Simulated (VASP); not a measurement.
All values below come from PBE GGA, VASP's PBE PAW potentials (set 64) (plane waves; VASP 6.6.1).

VASP input:

### INCAR
```
ALGO = Normal
EDIFF = 1E-8
ENCUT = 350
GGA = PE
ISMEAR = 0
LASPH = .TRUE.
LCHARG = .FALSE.
LREAL = .FALSE.
LWAVE = .TRUE.
NELM = 100
PREC = Normal
SIGMA = 0.01
SYSTEM = Si
```

File POSCAR:
```
Si
1
    0.0000000000     2.6410650000     2.6410650000
    2.6410650000     0.0000000000     2.6410650000
    2.6410650000     2.6410650000     0.0000000000
Si
2
Direct
  0.0000000000   0.0000000000   0.0000000000
  0.2500000000   0.2500000000   0.2500000000
```

### KPOINTS
```
Automatic mesh
0
Gamma
 4 4 4
```

POTCAR, in this order: Si_GW (PBE.64 set). Program: vasp_std.

What VASP printed:

### OUTCAR
```
 ion  position               nearest neighbor table
   1  0.000  0.000  0.000-   2 2.29   2 2.29   2 2.29   2 2.29
   2  0.250  0.250  0.250-   1 2.29   1 2.29   1 2.29   1 2.29
  LATTYP: Found a face centered cubic cell.
 ALAT       =     5.2821300000
 Subroutine PRICEL returns:
 Original cell was already a primitive cell.
 Subroutine GETGRP returns: Found 48 space group operations
The static configuration has the point symmetry T_d .
 The point group associated with its full space group is O_h .
The dynamic configuration has the point symmetry T_d .
 Subroutine INISYM returns: Found 48 space group operations
 Subroutine IBZKPT returns following result:
 Found      8 irreducible k-points:

 Following reciprocal coordinates:
            Coordinates               Weight
  0.000000  0.000000  0.000000      1.000000
  0.250000  0.000000  0.000000      8.000000
  0.500000  0.000000  0.000000      4.000000
  0.250000  0.250000  0.000000      6.000000
  0.500000  0.250000  0.000000     24.000000
 -0.250000  0.250000  0.000000     12.000000
  0.500000  0.500000  0.000000      3.000000
 -0.250000  0.500000  0.250000      6.000000
   k-points           NKPTS =      8   k-points in BZ     NKDIM =      8   number of bands    NBANDS=      8
   number of dos      NEDOS =    301   number of ions     NIONS =      2
   total plane-waves  NPLWV =   5832
   dimension x,y,z NGX =    18 NGY =   18 NGZ =   18
   dimension x,y,z NGXF=    36 NGYF=   36 NGZF=   36
   ions per type =               2
   PREC   = normal    normal or accurate (medium, high low for compatibility)
   ISTART =      0    job   : 0-new  1-cont  2-samecut
   ICHARG =      2    charge: 1-file 2-atom 10-const
   ISPIN  =      1    spin polarized calculation?
   LNONCOLLINEAR =      F non collinear calculations
   LSORBIT =      F    spin-orbit coupling
   INIWAV =      1    electr: 0-lowe 1-rand  2-diag
   ENCUT  =  350.0 eV  25.72 Ry    5.07 a.u.   5.70  5.70  5.70*2*pi/ulx,y,z
   NELM   =    100;   NELMIN=  2; NELMDL= -5     # of ELM steps
...
```

File OSZICAR:
```
       N       E                     dE             d eps       ncg     rms          rms(c)
DAV:   1     0.681896575612E+01    0.68190E+01   -0.37307E+03   136   0.916E+02
DAV:   2    -0.104798896356E+02   -0.17299E+02   -0.17156E+02   176   0.750E+01
DAV:   3    -0.107680344006E+02   -0.28814E+00   -0.28814E+00   176   0.131E+01
DAV:   4    -0.107722445573E+02   -0.42102E-02   -0.42102E-02   192   0.205E+00
DAV:   5    -0.107722785425E+02   -0.33985E-04   -0.33985E-04   200   0.119E-01    0.337E+00
DAV:   6    -0.105853027918E+02    0.18698E+00   -0.12002E-01   192   0.185E+00    0.198E+00
DAV:   7    -0.105036417156E+02    0.81661E-01   -0.20777E-01   176   0.253E+00    0.179E-01
DAV:   8    -0.105054680600E+02   -0.18263E-02   -0.55619E-03   184   0.611E-01    0.255E-02
DAV:   9    -0.105055715992E+02   -0.10354E-03   -0.19126E-04   152   0.119E-01    0.162E-02
DAV:  10    -0.105055988318E+02   -0.27233E-04   -0.39775E-05   200   0.500E-02    0.101E-03
DAV:  11    -0.105055987497E+02    0.82085E-07   -0.32883E-07   184   0.465E-03    0.412E-04
DAV:  12    -0.105055985699E+02    0.17977E-06   -0.31253E-08   208   0.164E-03    0.447E-05
DAV:  13    -0.105055985552E+02    0.14729E-07   -0.49951E-10   112   0.180E-04    0.160E-05
DAV:  14    -0.105055985676E+02   -0.12373E-07   -0.91373E-11   128   0.129E-04    0.206E-06
DAV:  15    -0.105055985692E+02   -0.15886E-08   -0.20543E-11   112   0.466E-05
   1 F= -.10505599E+02 E0= -.10505599E+02  d E =-.666529E-45
```

File OUTCAR:
```
------------------------ aborting loop because EDIFF is reached ----------------------------------------
  FORCE on cell =-STRESS in cart. coord.  units (eV):
  Direction    XX          YY          ZZ          XY          YZ          ZX
  --------------------------------------------------------------------------------------
  Total        2.8830727      2.8830727      2.8830727     -0.0000000     -0.0000000      0.0000000
  in kB      125.3715256    125.3715256    125.3715256     -0.0000000     -0.0000000      0.0000000
  external PRESSURE =     125.3715256 kB  Pullay stress =       0.0000000 kB
  volume of cell :       36.84
      direct lattice vectors                 reciprocal lattice vectors
     0.000000000  2.641065000  2.641065000    -0.189317567  0.189317567  0.189317567
     2.641065000  0.000000000  2.641065000     0.189317567 -0.189317567  0.189317567
     2.641065000  2.641065000  0.000000000     0.189317567  0.189317567 -0.189317567
 POSITION                                       TOTAL-FORCE (eV/Angst)
 -----------------------------------------------------------------------------------
      0.00000      0.00000      0.00000        -0.000000     -0.000000     -0.000000
      1.32053      1.32053      1.32053         0.000000      0.000000      0.000000
 -----------------------------------------------------------------------------------
    total drift:                               -0.000000     -0.000000     -0.000000
  FREE ENERGIE OF THE ION-ELECTRON SYSTEM (eV)
  ---------------------------------------------------
  free  energy   TOTEN  =       -10.5055985692 eV

  energy  without entropy=      -10.5055985692  energy(sigma->0) =      -10.50559857
```
(Selected blocks of OUTCAR.)

The compound is Si in the diamond structure. This cell is one point of a volume scan, at 0.92 of the reference volume. The k-mesh is coarse (spacing up to 0.52 per Å, 2π included), so the numbers may not be converged in it.
